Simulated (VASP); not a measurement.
Input:

```xyz
6
Lattice="1.6263 -2.8169 0.0000 1.6263 2.8169 0.0000 0.0000 0.0000 13.7204" Properties=species:S:1:pos:R:3 pbc="T T T"
W      1.6263     0.9390     3.4301
W      1.6263    -0.9390    10.2903
Se     1.6263     0.9390    11.9415
Se     1.6263    -0.9390     5.0813
Se     1.6263    -0.9390     1.7790
Se     1.6263     0.9390     8.6392
```

Level of theory: MS2 meta-GGA, VASP's PBE PAW potentials (set 64) (plane waves; VASP). Settings: 520 eV cut-off, 8×8×2 Γ-centred mesh, Gaussian smearing of 0.050 eV, potentials W_sv Se.

The ions and cell shape at fixed volume are relaxed. Predict the relaxed structure.

```xyz
6
Lattice="1.6387 -2.8384 0.0000 1.6387 2.8384 0.0000 0.0000 0.0000 13.5135" Properties=species:S:1:pos:R:3 pbc="T T T"
W      1.6387     0.9461     3.3784
W      1.6387    -0.9461    10.1351
Se     1.6387     0.9461    11.8057
Se     1.6387    -0.9461     5.0489
Se     1.6387    -0.9461     1.7079
Se     1.6387     0.9461     8.4646
```
Space group P6_3/mmc (194), at a tolerance of 0.03 Å.

How much energy does the relaxation gain?

The energy (σ→0) changes by -7.3 meV/atom, in 7 ionic steps.

The compound is WSe2 in the 2H layered structure. This cell is one point of a volume scan, at 0.97 of the reference volume. Symmetry was kept, so distortions that lower it aren't found.
